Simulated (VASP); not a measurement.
Here is the system:

```
CELL_PARAMETERS angstrom
      0.00000     3.03969     3.03969
      3.03969     0.00000     3.03969
      3.03969     3.03969     0.00000
ATOMIC_POSITIONS crystal
  Cd 0.00000 0.00000 0.00000
  Se 0.25000 0.25000 0.25000
```

Level of theory: PBEsol GGA with spin-orbit coupling, VASP's PBE PAW potentials (set 64) (plane waves; VASP). Settings: 400 eV cut-off, 7×7×7 Γ-centred mesh, Gaussian smearing of 0.050 eV, potentials Cd Se.

Give the energies of bands 12 to 22 at the high-symmetry points, in eV from the valence-band maximum.

```tsv
band	Γ	X	U	L	W
12	-7.50	-7.13	-7.01	-7.18	-6.97
13	-0.36	-4.26	-4.26	-4.58	-4.23
14	-0.36	-4.26	-4.14	-4.58	-4.11
15	0.00	-2.07	-2.74	-1.00	-2.51
16	0.00	-2.07	-2.66	-1.00	-2.37
17	0.00	-1.94	-1.67	-0.77	-2.34
18	0.00	-1.94	-1.66	-0.77	-2.34
19	0.36	2.88	3.47	2.17	4.77
20	0.36	2.88	3.48	2.17	4.96
21	5.46	3.55	4.91	6.16	4.97
22	5.46	3.55	5.02	6.16	5.02
```

The gap is direct, 0.36 eV, from the valence maximum at Γ to the conduction minimum at Γ.

The compound is CdSe in the zinc blende structure, whereas wurtzite is the usual form. It was relaxed first.
